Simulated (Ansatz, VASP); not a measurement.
**Cross-check of WC (Qusongite) between VASP and Ansatz**

Aim: how closely do two programs agree when they are given the same cell, functional and k mesh? The structure shown is the end of the Ansatz relaxation below.

Main program and level: Ansatz 0.2.0; plane waves, with VASP 6.6.1 beside it; single point at LDA.

## 1. Set-up

It takes space group P-6m2 (No. 187, hexagonal). Conventional cell: a = 2.776 Å, b = 2.776 Å, c = 2.732 Å, α = 90.00°, β = 90.00°, γ = 120.00°. C has 6 W at 2.11 Å nearest. W has 6 C at 2.11 Å nearest. Farther neighbours are not listed.

## 2. Ansatz: relaxation, LDA

Ansatz runs on its PAW soft_1 files.

This run makes the geometry at which the two programs are then compared.

input.yaml reads:

```yaml
crystal:
  lattice:
    - [2.7778951712, 0.0, 0.0]
    - [-1.3889475856, 2.4057277873, 0.0]
    - [0.0, 0.0, 2.7285000923]
  atoms:
    - { symbol: C, position: [0.6666666667, 0.3333333333, 0.5] }
    - { symbol: W, position: [0.0, 0.0, 0.0] }
kpoints:
  mp_grid: { grid: [18, 18, 16] }
hamiltonian:
  xc: lda
  pseudopotentials: { kind: paw, azcp: { folder: soft_1 }, xc_functional: pbe }
scf:
  occupations: { method: methfessel_paxton, width: 0.2 }
output:
  forces: true
  stress: true
  eigenvalues: true
relax:
  adjacent_minimum: "off"
  f_tol: 0.001
  max_steps: 60
  cell: { stress_tol: 0.01, fix: [volume] }
```

Run with:

```bash
> ansatz run input.yaml --threads 4 --pin off --max-ram 10240MiB --backend cpu --events-out ev --progress --plain --runs-dir out
```

Numbers of over 12 decimals in the logs are rounded to 6 here.

Output:

```text
Engine: ansatz 0.2.0, x86_64-unknown-linux-gnu
Pseudopotentials: kind: paw
Pseudopotential: C, paw, valence charge 4, recommended cutoff 420 eV (normal), soft_1/C.paw.azcp
Pseudopotential: W, paw, valence charge 14, recommended cutoff 420 eV (normal), soft_1/W.paw.azcp
Functional definition: SPW92
  exchange = slater_x
  correlation = pw_c
Crystal: 2 atoms, lattice volume = 18.234 Å³
Basis set: ecut = 420 eV, 381 PW (Γ)
Bands: 13, of which v1, the nominal top of the filled ones, is band 9 counted from 1 (8 counted from 0)
Symmetry: 12 space group operations
Space group: P-6m2 (ITA 187), of the structure as read, at distance tolerance 2.6e-5 Å
k-points: 333 of 5184 (time reversal used)
Non-local potential: C, projectors of the file, l = 0: 2, l = 1: 2, l = 2: 1
Non-local potential: W, projectors of the file, l = 0: 3, l = 1: 2, l = 2: 2, l = 3: 1
PAW form: soft (Blöchl's): semilocal exchange-correlation on the pseudo side does not see the compensation charge
PAW frozen core: C, regenerated for the run's functional, and the local potential with it (the file was generated under x = pbe(κ = 0.804, μ = 0.219515), c = pbe(β = 0.066725))
PAW frozen core: W, regenerated for the run's functional, and the local potential with it (the file was generated under x = pbe(κ = 0.804, μ = 0.219515), c = pbe(β = 0.066725))
PAW one-centre angular grid: C, 110 points (default); XC on 64 Gauss nodes
PAW one-centre angular grid: W, 590 points (default); XC on 64 Gauss nodes
Initial density: superposition of atomic densities (chi_scale 0.1, normalization cell, long waves kept (reshape's long-wave potential 0.00 eV rms))
Initial wavefunctions: pseudopotential atomic-orbital guess
Functional: x = slater, c = lda
SCF iter   1: F=—  HF=-10375.178091 eV  |F-HF|=—  |Δ(HF+E_count)|=         —  Δρ=1.48e-1  dr2=4.83e0  ethr=3.10e-3  ⟨swp⟩=5.0  Hψ=21293  notcnv=0
preconditioner: auto → none  [metal: Δε(μ)=0.057 eV  Ē_g=11.967 eV  σ=0.200 eV  W_gap=0.23  n_scr=8 (ndim 8)  ℏωp=27.5 eV  f_vac=0.000  D(μ)=0.20/eV (n_scr^D=0)  sad-step TF]
SCF iter   2: F=—  HF=-10374.516900 eV  |F-HF|=—  |Δ(HF+E_count)|=   6.61e-1  S|Δr|=    0.00e0  Δρ=1.02e-1  dr2=2.39e0  ethr=3.10e-3  ⟨swp⟩=2.0  Hψ=8226  notcnv=0
SCF iter   3: F=—  HF=-10373.858663 eV  |F-HF|=—  |Δ(HF+E_count)|=   6.58e-1  S|Δr|=    0.00e0  Δρ=5.78e-3  dr2=2.46e-3  ethr=3.10e-3  ⟨swp⟩=2.8  Hψ=7831  notcnv=0
SCF iter   4: F=—  HF=-10373.860038 eV  |F-HF|=—  |Δ(HF+E_count)|=   1.38e-3  S|Δr|=    0.00e0  Δρ=1.17e-3  dr2=1.30e-4  ethr=1.37e-5  ⟨swp⟩=2.8  Hψ=9495  notcnv=0
SCF iter   5: F=—  HF=-10373.860058 eV  |F-HF|=—  |Δ(HF+E_count)|=   1.97e-5  S|Δr|=    0.00e0  Δρ=1.31e-4  dr2=1.66e-6  ethr=7.25e-7  ⟨swp⟩=2.1  Hψ=6064  notcnv=0
SCF iter   6: F=—  HF=-10373.860060 eV  |F-HF|=—  |Δ(HF+E_count)|=   2.07e-6  S|Δr|=    0.00e0  Δρ=1.78e-5  dr2=2.29e-8  ethr=5.56e-10  ⟨swp⟩=6.6  Hψ=21544  notcnv=0
SCF iter   7: F=-10373.860060 eV  HF=-10373.860060 eV  |F-HF|=6.31e-10  |Δ(HF+E_count)|=   4.77e-9  S|Δr|=    0.00e0  Δρ=3.35e-6  dr2=1.12e-9  ethr=1.27e-10  ⟨swp⟩=2.0  Hψ=14838  notcnv=0
SCF 1 converged in 7 iterations: F = -10373.860060 eV  dr2 = 1.12e-9
  greatest PAW one-centre occupation: 0.999 electrons in one spin orbital (limit 2), on the W atom at site 1 (counted from 0), in its partial waves of l = 0
relax step   1: F+E_penalty+E_count = -10373.86005960 eV  Δ(F+E_penalty+E_count) = +0.000e0 eV  max|allowed force component| = 1.388e-16 eV/Å  Δτ_max = 0.0000 Å  P = +55.479 GPa  Ω = 18.234 Å³  fix = [volume]  reactions: volume +55.479 GPa  (7 SCF iters, dr2 threshold 1.00e-7 eV, accepted)
[...]
relax step   2: F+E_penalty+E_count = -10373.85993973 eV  Δ(F+E_penalty+E_count) = +1.199e-4 eV  max|allowed force component| = 1.295e-16 eV/Å  Δτ_max = 0.0000 Å  P = +55.272 GPa  Ω = 18.234 Å³  energy of the carried Pulay correction = -3.586e-6 eV  fix = [volume]  (3 SCF iters, dr2 threshold 2.00e-7 eV, rejected (line search))
[...]
relax step   3: F+E_penalty+E_count = -10373.86016638 eV  Δ(F+E_penalty+E_count) = -1.068e-4 eV  max|allowed force component| = 2.591e-16 eV/Å  Δτ_max = 0.0000 Å  P = +55.392 GPa  Ω = 18.234 Å³  energy of the carried Pulay correction = -1.473e-6 eV  fix = [volume]  reactions: volume +55.392 GPa  (6 SCF iters, accepted)
[...]
relax step   4: F+E_penalty+E_count = -10373.86017341 eV  Δ(F+E_penalty+E_count) = -7.026e-6 eV  max|allowed force component| = 2.868e-16 eV/Å  Δτ_max = 0.0000 Å  P = +55.392 GPa  Ω = 18.234 Å³  fix = [volume]  reactions: volume +55.392 GPa  stress off target by 4.42e-4 GPa on what of the cell is left free  SCF on the basis re-selected at this cell (its energy is not comparable with the rows above)  (4 SCF iters)
basis re-selected at this cell: Δ(F+E_penalty+E_count) = -7.026e-6 eV, ΔP = +0.000 GPa vs the last step (what re-selecting the basis moved, of the pressure what is left beyond the Pulay correction that the steps carried, after the strain that the cell walked since its last selection, with what the two solves' SCF thresholds leave and, on support functions, any second-order correction that the steps lacked; it is no m [...]
SCF converged after 4 iterations
Stability not checked: this state was not tested for a lower state beside it, because cold or Methfessel-Paxton smearing, or corrected tetrahedra, fill the levels in a way that the test cannot read (fill_not_monotonic; see scf.lower_state_search)
Free energy (F): -10373.860173 eV
Harris-Foulkes:  -10373.860173 eV  (|F-HF|=9.09e-12)
Internal energy: -10373.860043 eV  (E = F + TS)
E sigma→0 (E₀):  -10373.860141 eV
Entropy (-TS):   -0.000131 eV (-0.065 meV/atom)
Fermi energy:    23.355938 eV
--- Per-component energies (eV) ---
  E_band       = -12.190899
  E_kinetic    = 522.967921
  E_local      = -514.091455  (includes V_loc(G=0)·N_el)
  E_nonlocal   = 4.737562
  E_hartree    = 223.713726
  E_xc         = -317.895884
  E_vxc        = -296.051265  (∫ρ·V_xc dr)
  E_paw        = -8417.996294  (= ΣΔE_a)
  E_vpaw       = -177.181259  (= ΣTr[D̂ρ^β])
  E_aug_tail   = 0.000150  (compensation charges beyond the density's cutoff)
  E_ewald      = -1875.641851
  E_core_change = 0.346082  (= ΣΔE_core)
  E_smearing   = -0.000131  (= −TS)
  E_closure    = 0.000000  (closes the sum)
  Σ components = -10373.860173   (vs F -10373.860173, Δ=0.00e0)
--- Forces (eV/Å), atoms counted from 1 ---
  atom   1  C     -0.00000000    -0.00000000     0.00000000
  atom   2  W     -0.00000000    -0.00000000     0.00000000
  max |Σ_I F_I| component: 6.11e-16 eV/Å
--- Stress (GPa, compression-positive) ---
       55.392403       0.000000      -0.000000
        0.000000      55.392403       0.000000
       -0.000000       0.000000      55.391741
  P = ⅓ Tr σ = 55.3922 GPa (553.922 kbar)
--- Band table (eV; the first three rows and the last of 333) ---
  k-point 0: bands = [... 5 lower, 18.1935, 19.4549, 19.4549, 23.3927, 27.1257, 27.1257, 29.6150, 29.6150]
  k-point 1: bands = [... 5 lower, 18.1751, 19.5044, 19.5044, 23.3755, 26.6867, 26.6867, 29.8943, 29.8943]
  k-point 2: bands = [... 5 lower, 18.0676, 19.6490, 19.6490, 23.4073, 25.7963, 25.7963, 30.2652, 30.2652]
  k-point 332: bands = [... 5 lower, 14.9324, 17.4879, 21.8613, 22.5873, 28.5264, 31.2891, 32.2955, 33.9047]
--- Relaxed structure (3 steps of the walk, 2 accepted, 1 SCFs on fresh bases) ---
  F+E_penalty+E_count = -10373.86017341 eV   max|allowed force component| = 2.868e-16 eV/Å   (the final SCF, on the basis selected at the relaxed cell)
  cell:  # Å, volume = 18.2342 Å³
    - [2.776290, 0.0, 0.0]
    - [-1.388145, 2.404338, 0.0]
    - [0.0, 0.0, 2.731656]
  atoms:
    - { symbol: C, position: [0.666667, 0.333333, 0.5] }
    - { symbol: W, position: [-3.7007434155248937e-17, 0, 0.0] }
```

In the SCF lines HF is the Harris–Foulkes energy and dr2 the Hartree energy of the density residual, in eV; the loop may stop once dr2 is under the threshold and the program's other checks hold. Hψ counts applications of the Hamiltonian.

## 3. VASP: single point, LDA, pair 1

The same cell, functional (in two slightly different forms), mesh and smearing now go to VASP, with its own data sets.

Lines of VASP's logs that name or quote its potential files are left out, and so is its time.

INCAR reads:

```
SYSTEM = WC
PREC = Accurate
ENCUT = 600
EDIFF = 1E-06
NELM = 120
ISMEAR = 1
SIGMA = 0.2
LREAL = .FALSE.
ALGO = Normal
GGA = PW92
NBANDS = 11
LASPH = .TRUE.
LORBIT = 11
LWAVE = .FALSE.
LCHARG = .FALSE.
ISIF = 2
GGA_COMPAT = .FALSE.
KPAR = 2
```

POSCAR reads:

```
WC
1.0
    2.7762898998      0.0000000000      0.0000000000
   -1.3881449499      2.4043375815      0.0000000000
    0.0000000000      0.0000000000      2.7316562825
C W
1 1
Direct
    0.6666666667      0.3333333333      0.5000000000
    0.0000000000      1.0000000000      0.0000000000
```

KPOINTS reads:

```
Automatic mesh
0
Gamma
18 18 16
0 0 0
```

Potentials, in the order of the species: C and W (LDA family, release 64).

Run with:

```bash
> mpirun -np 2 vasp_std
```

Output:

```text
[banner, memory and clock lines left out]
running    2 mpi-ranks, on    1 nodes
 distrk:  each k-point on    1 cores,    2 groups
 distr:  one band on    1 cores,    1 groups

 POSCAR found type information on POSCAR C W
 POSCAR found :  2 types and       2 ions
|                                                                             |
|               ----> ADVICE to this user running VASP <----                  |
|                                                                             |
|     You enforced a specific xc type in the INCAR file but a different       |
|     [... a line on the potential file left out ...]
|     I HOPE YOU KNOW WHAT YOU ARE DOING!                                     |
|                                                                             |

 LDA part: xc-table for (Slater(with rela. corr.)+PW92), standard interpolation
 POSCAR, INCAR and KPOINTS ok, starting setup
 FFT: planning ... GRIDC
 FFT: planning ... GRID_SOFT
 FFT: planning ... GRID
 WAVECAR not read
 entering main loop
       N       E                     dE             d eps       ncg     rms          rms(c)
DAV:   1     0.260789687835E+02    0.26079E+02   -0.56134E+03  7326   0.939E+02
DAV:   2    -0.258651210114E+02   -0.51944E+02   -0.49699E+02  8623   0.212E+02
DAV:   3    -0.276630191367E+02   -0.17979E+01   -0.17858E+01  9021   0.335E+01
DAV:   4    -0.276707485068E+02   -0.77294E-02   -0.77282E-02  8002   0.264E+00
DAV:   5    -0.276707725393E+02   -0.24032E-04   -0.24032E-04  8836   0.147E-01    0.423E+01
DAV:   6    -0.246193760664E+02    0.30514E+01   -0.12430E+01  8205   0.221E+01    0.148E+01
DAV:   7    -0.245307636649E+02    0.88612E-01   -0.55636E-01  7660   0.639E+00    0.968E+00
DAV:   8    -0.244850889249E+02    0.45675E-01   -0.61253E-02  8076   0.177E+00    0.236E+00
DAV:   9    -0.244791937734E+02    0.58952E-02   -0.13854E-02  8142   0.759E-01    0.138E-01
DAV:  10    -0.244792021826E+02   -0.84093E-05   -0.52395E-04  8202   0.189E-01    0.127E-01
DAV:  11    -0.244791972208E+02    0.49618E-05   -0.32138E-05  8613   0.443E-02    0.799E-03
DAV:  12    -0.244791967758E+02    0.44504E-06   -0.13914E-06  4607   0.895E-03
   1 F= -.24479197E+02 E0= -.24479155E+02  d E =-.125363E-03
```

Parts of OUTCAR (step 3):

```text
ion  position               nearest neighbor table
   1  0.667  0.333  0.500-   2 2.11   2 2.11   2 2.11   2 2.11   2 2.11   2 2.11
   2  0.000  0.000  0.000-   1 2.11   1 2.11   1 2.11   1 2.11   1 2.11   1 2.11

  LATTYP: Found a hexagonal cell.
 ALAT       =     2.7762898998
 C/A-ratio  =     0.9839232865

 Subroutine GETGRP returns: Found 12 space group operations
 (whereof 12 operations were pure point group operations)

The static configuration has the point symmetry D_3h.

 Found    333 irreducible k-points:

   k-points           NKPTS =    333   k-points in BZ     NKDIM =    333   number of bands    NBANDS=     11

   dimension x,y,z NGX =    24 NGY =   24 NGZ =   24
   dimension x,y,z NGXF=    48 NGYF=   48 NGZF=   48

   ENCUT  =  600.0 eV  44.10 Ry    6.64 a.u.   5.54  5.54  5.46*2*pi/ulx,y,z

   NELECT =      10.0000    total number of electrons

 k-points in reciprocal lattice and weights: Automatic mesh
   0.00000000  0.00000000  0.00000000       0.000
   0.05555556  0.00000000  0.00000000       0.001
   0.11111111  0.00000000  0.00000000       0.001
   0.16666667  0.00000000  0.00000000       0.001
   0.22222222  0.00000000  0.00000000       0.001
   0.27777778  0.00000000  0.00000000       0.001
   0.33333333  0.00000000  0.00000000       0.001
   0.38888889  0.00000000  0.00000000       0.001
   0.44444444  0.00000000  0.00000000       0.001
[...]
0.33333333  0.27777778  0.50000000       0.002
   0.33333333  0.33333333  0.50000000       0.000

 average (electrostatic) potential at core
       1 -48.5215       2 -35.4988

 E-fermi :   9.9750

 k-point     1 :       0.0000    0.0000    0.0000
  band No.  band energies     occupation
      1      -5.3421      2.00000
      2       4.8011      2.00000
      3       6.0770      2.00000
      4       6.0770      2.00000
      5      10.0577      0.36178
      6      13.7371     -0.00000
      7      13.7371     -0.00000
      8      16.2990      0.00000
      9      16.2990      0.00000
    ...

 k-point     2 :       0.0556    0.0000    0.0000
  band No.  band energies     occupation
      1      -5.2496      2.00000
      2       4.8452      2.00000
      3       5.9467      2.00000
      4       6.1706      2.00000
      5       9.7517      2.06675
      6      13.6988     -0.00000
      7      14.0661      0.00000
      8      16.1156      0.00000
      9      16.2344      0.00000
     10      17.8174      0.00000
    ...

 k-point     3 :       0.1111    0.0000    0.0000
  band No.  band energies     occupation
      1      -4.9795      2.00000
      2       4.8711      2.00000
      3       5.7066      2.00000
      4       6.4438      2.00000
      5       9.0635      2.00000
      6      13.5904     -0.00000
      7      14.8102      0.00000
      8      15.6259      0.00000
      9      16.0602      0.00000
     10      18.6012      0.00000
    ...

  Total        6.5212835      6.5212835      6.6484274      0.0000000     -0.0000000      0.0000000
  in kB      573.0036052    573.0036052    584.1753128      0.0000000     -0.0000000      0.0000000
  external PRESSURE =     576.7275077 kB  Pullay stress =       0.0000000 kB

  energy-cutoff  :      600.00
  volume of cell :       18.23
      direct lattice vectors                 reciprocal lattice vectors
     2.776289900  0.000000000  0.000000000     0.360192932  0.207957486  0.000000000
    -1.388144950  2.404337582  0.000000000     0.000000000  0.415914973  0.000000000
     0.000000000  0.000000000  2.731656282     0.000000000  0.000000000  0.366078268

 POSITION                                       TOTAL-FORCE (eV/Angst)
 -----------------------------------------------------------------------------------
      1.38814      0.80145      1.36583        -0.000000      0.000000      0.000000
      0.00000      0.00000      0.00000         0.000000     -0.000000      0.000000
 -----------------------------------------------------------------------------------
    total drift:                               -0.000000      0.000000      0.000000

  FREE ENERGIE OF THE ION-ELECTRON SYSTEM (eV)
  ---------------------------------------------------
  free  energy   TOTEN  =       -24.4791967758 eV

  energy  without entropy=      -24.4790714132  energy(sigma->0) =      -24.47915499

 total charge
# of ion       s       p       d       tot
------------------------------------------
    1        0.865   1.689   0.000   2.554
    2        0.714   1.070   4.749   6.533
--------------------------------------------------
tot          1.578   2.759   4.749   9.086

[... 3 further parts left out ...]
```

The run ends at a pressure of 57.67 GPa.

## 4. Comparison

Known differences besides the potentials themselves: the data sets hold 18 valence electrons in Ansatz (on its PAW soft_1 files) and 10 in VASP; the cutoff is 420 eV in Ansatz and 600 eV in VASP; VASP's log shows a relativistic correction to its local exchange, Ansatz's none; Ansatz's pressure holds a Pulay correction, VASP's none. Total energies have different zeros and are not compared.

The two programs side by side:

```tsv
quantity	Ansatz	VASP	difference
pressure (GPa)	55.39	57.67	-2.28
```

## 5. Ansatz: relaxation, LDA

This run makes the geometry at which the two programs are then compared. The cell compared in this pair holds 18.64 Å³, against 18.23 Å³ for the pair before.

The structure compared here is the end of the Ansatz relaxation.

Changes to input.yaml since step 2:

```diff
@@ -2,5 +2,5 @@
   lattice:
-    - [2.7778951712, 0.0, 0.0]
-    - [-1.3889475856, 2.4057277873, 0.0]
-    - [0.0, 0.0, 2.7285000923]
+    - [2.7999441327, 0.0, 0.0]
+    - [-1.3999720664, 2.424822748, 0.0]
+    - [0.0, 0.0, 2.7453787292]
   atoms:
```

Run with:

```bash
> ansatz run input.yaml --threads 4 --pin off --max-ram 10240MiB --backend cpu --events-out ev --progress --plain --runs-dir out
```

Output:

```text
[...]
Crystal: 2 atoms, lattice volume = 18.639 Å³
Basis set: ecut = 420 eV, 381 PW (Γ)
Bands: 13, of which v1, the nominal top of the filled ones, is band 9 counted from 1 (8 counted from 0)
Symmetry: 12 space group operations
[...]
k-points: 333 of 5184 (time reversal used)
[...]
k-point 332: bands = [... 5 lower, 14.5724, 16.9915, 21.2668, 22.0301, 27.8086, 30.4386, 31.4717, 33.0692]
--- Relaxed structure (3 steps of the walk, 2 accepted, 1 SCFs on fresh bases) ---
[...]
cell:  # Å, volume = 18.6394 Å³
    - [2.798322, 2.8850722542158132e-11, 0]
    - [-1.399161, 2.423418, 0]
    - [0.0, 0, 2.748563]
  atoms:
    - { symbol: C, position: [0.666667, 0.333333, 0.5] }
    - { symbol: W, position: [-3.700743415524895e-17, 0, 0] }
[key lines of the parts left out:]
SCF converged after 4 iterations
Free energy (F): -10373.982875 eV
Fermi energy:    22.777773 eV
P = ⅓ Tr σ = 41.8743 GPa (418.743 kbar)
```

## 6. VASP: single point, LDA, pair 2

The same cell, functional (in two slightly different forms), mesh and smearing now go to VASP, with its own data sets.

INCAR is that of step 3.

POSCAR reads:

```
WC
1.0
    2.7983216046      0.0000000000      0.0000000000
   -1.3991608023      2.4234175975      0.0000000000
    0.0000000000      0.0000000000      2.7485633135
C W
1 1
Direct
    0.6666666667      0.3333333333      0.5000000000
    0.0000000000      1.0000000000      1.0000000000
```

KPOINTS is that of step 3.

Run with:

```bash
> mpirun -np 2 vasp_std
```

Output:

```text
[banner, memory and clock lines left out]
running    2 mpi-ranks, on    1 nodes
[...]
[... a notice as in an earlier step ...]

 LDA part: xc-table for (Slater(with rela. corr.)+PW92), standard interpolation
 POSCAR, INCAR and KPOINTS ok, starting setup
[...]
entering main loop
       N       E                     dE             d eps       ncg     rms          rms(c)
DAV:   1     0.257285294880E+02    0.25729E+02   -0.56116E+03  7334   0.936E+02
DAV:   2    -0.259706578312E+02   -0.51699E+02   -0.49572E+02  8451   0.210E+02
DAV:   3    -0.277793770998E+02   -0.18087E+01   -0.17929E+01  9015   0.336E+01
DAV:   4    -0.277880126321E+02   -0.86355E-02   -0.86338E-02  8000   0.274E+00
[...]
DAV:  10    -0.246073207012E+02    0.61285E-05   -0.58072E-04  8280   0.203E-01    0.143E-01
DAV:  11    -0.246073137040E+02    0.69972E-05   -0.41312E-05  8566   0.482E-02    0.757E-03
DAV:  12    -0.246073131065E+02    0.59754E-06   -0.18060E-06  4742   0.101E-02
   1 F= -.24607313E+02 E0= -.24607281E+02  d E =-.968539E-04
```

(Part 1 of 2 ends here.)

[Lines on the potential files, build, host, timing and source positions are cut from VASP's logs without a mark.]

[Logs are printed without paths, hosts, clocks, repeated set-up lines and the standing remarks that a program may print on its own settings, such as how far it seeks lower states.]

[Hosts, paths, dates, database ids (printed as entryN), source tags and the programs' standing remarks are cut or masked in the printed files.]
